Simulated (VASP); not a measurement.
```
AlGaAs2
1.0
    0.00000     2.83620     2.83620
    2.83620     0.00000     2.83620
   11.33372    11.33372     0.01107
Ga As Al
2 4 2
Direct
  0.99976   0.99976   0.00018
  0.00026   0.00026   0.24981
  0.24996   0.24996   0.06253
  0.25023   0.25023   0.31232
  0.25023   0.25023   0.56232
  0.25006   0.25006   0.81245
  0.99992   0.99992   0.50006
  0.99957   0.99957   0.75033
```

Level of theory: PBEsol GGA, VASP's PBE PAW potentials (set 64) (plane waves; VASP). Settings: 400 eV cut-off, Gaussian smearing of 0.050 eV, potentials Ga_d As Al.

**Question.** What does the run give for the band gap (along the path) with the smallest direct gap where there is one?

**Answer.** 
| Quantity | Value |
|---|---|
| band gap (along the path) | 0.93 eV |
| smallest direct gap (along the path) | 0.93 eV |

The absolute energy has meaning only against runs of the same code, potentials and settings.

The structure was generated: Al2Ga2As4 was put into an ordered model structure (R3m), which need not be its known phase. It was relaxed first.
